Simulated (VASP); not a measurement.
```xyz
3
Lattice="0.0000 2.7151 2.7151 2.7151 0.0000 2.7151 2.7151 2.7151 0.0000" Properties=species:S:1:pos:R:3 pbc="T T T"
Cd     0.0000     0.0000     0.0000
F      1.3576     1.3576     1.3576
F      4.0727     4.0727     4.0727
```

Level of theory: optB86b-vdW, VASP's PBE PAW potentials (set 64) (plane waves; VASP). Numerical set-up: 520 eV cut-off, 6×6×6 Γ-centred mesh, Gaussian smearing of 0.050 eV, potentials Cd F.

### Question
Predict the energy per atom (σ→0).

### Answer

```yaml
energy per atom (σ→0): -1.339 eV/atom
```

The compound is CdF2 in the fluorite structure. It was relaxed first. The start is the result of an earlier pass.
